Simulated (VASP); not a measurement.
Given:

```xyz
3
Lattice="1.9050 -3.2996 0.0000 1.9050 3.2996 0.0000 0.0000 0.0000 6.1400" Properties=species:S:1:pos:R:3 pbc="T T T"
Sn     0.0000     0.0000     0.0000
Se     1.9050     1.0999     1.5350
Se     1.9050    -1.0999     4.6050
```
Cell charge +0.1.

These are PBE GGA, VASP's PBE PAW potentials (set 64) (plane waves; VASP) values and carry that method's errors. Settings: NELECT = 25.9, 400 eV cut-off, 6×6×4 Γ-centred mesh, Gaussian smearing of 0.050 eV, potentials Sn_d Se.

The cell is charged, with a uniform compensating background. Unless said otherwise, spin-orbit coupling is left out, though it shifts the bands of the heavy elements here.

Task: What does the run give for the energy per atom (σ→0), pressure, largest force, band gap (on the k-mesh) with the smallest direct gap where there is one?

Result: 
```yaml
band gap (on the k-mesh): none (metal, semimetal or under 0.01 eV)
energy per atom (σ→0): -4.053 eV/atom
pressure: 3.13 GPa
largest_force: 0.739 eV/Å
```

The absolute energy has meaning only against runs of the same code, potentials and settings.

The compound is SnSe2 in the 1T layered structure. The cell was not relaxed at this level. The k-mesh is coarse (spacing up to 0.32 per Å, 2π included), so the numbers may not be converged in it. The run is one of a series of settings (NELECT = 25.9 against the base run), some of them coarse on purpose.
